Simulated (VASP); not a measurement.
```xyz
2
Lattice="3.3778 0.0000 0.0000 0.0000 3.3778 0.0000 0.0000 0.0000 3.3778" Properties=species:S:1:pos:R:3 pbc="T T T"
Si     0.0000     0.0000     0.0000
Sn     1.6889     1.6889     1.6889
```

Calculation: PBEsol GGA, VASP's PBE PAW potentials (set 64) (plane waves; VASP 6.6.1). Settings: 500 eV cut-off, 11×11×11 Γ-centred mesh, first-order Methfessel-Paxton smearing of 0.10 eV, potentials Si Sn_d.

Unless said otherwise, spin-orbit coupling is left out, though it shifts the bands of the heavy elements here.

**Question.** Estimate the energy per atom (σ→0), pressure, band gap (on the k-mesh) with the smallest direct gap where there is one.

**Answer.** 
```json
{
  "band gap (on the k-mesh)": "none (metal, semimetal or under 0.01 eV)",
  "energy per atom (σ→0)": "-4.584 eV/atom",
  "pressure": "5.12 GPa"
}
```

Total energies compare only between runs with the same potentials, cut-off and functional.

The structure was generated: SiSn was put into the CsCl type type (Pm-3m), which need not be its known phase. It was relaxed first under an external pressure of 5 GPa. VASP warned that the highest band is occupied, so more bands are needed.
